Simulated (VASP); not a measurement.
Input:

```xyz
3
Lattice="1.5094 -2.6144 0.0000 1.5094 2.6144 0.0000 0.0000 0.0000 3.1862" Properties=species:S:1:pos:R:3 pbc="T T T"
Ti     0.0000     0.0000     0.0000
B      1.5094     0.8715     1.5931
B      1.5094    -0.8715     1.5931
```

Calculation: PBEsol GGA with spin-orbit coupling, VASP's PBE PAW potentials (set 64) (plane waves; VASP). Settings: 520 eV cut-off, 13×13×10 Γ-centred mesh, Gaussian smearing of 0.050 eV, potentials Ti_sv B.

Problem. Predict the energy per atom (σ→0), band gap (over mesh and band path) with the smallest direct gap where there is one.

Solution. 
The band gap (over mesh and band path) comes out as none (metal, semimetal or under 0.01 eV) and the energy per atom (σ→0) is -8.599 eV/atom.

Only differences to runs with the same potentials and settings are physical.

The compound is TiB2 in the AlB2 type structure. It was relaxed first.
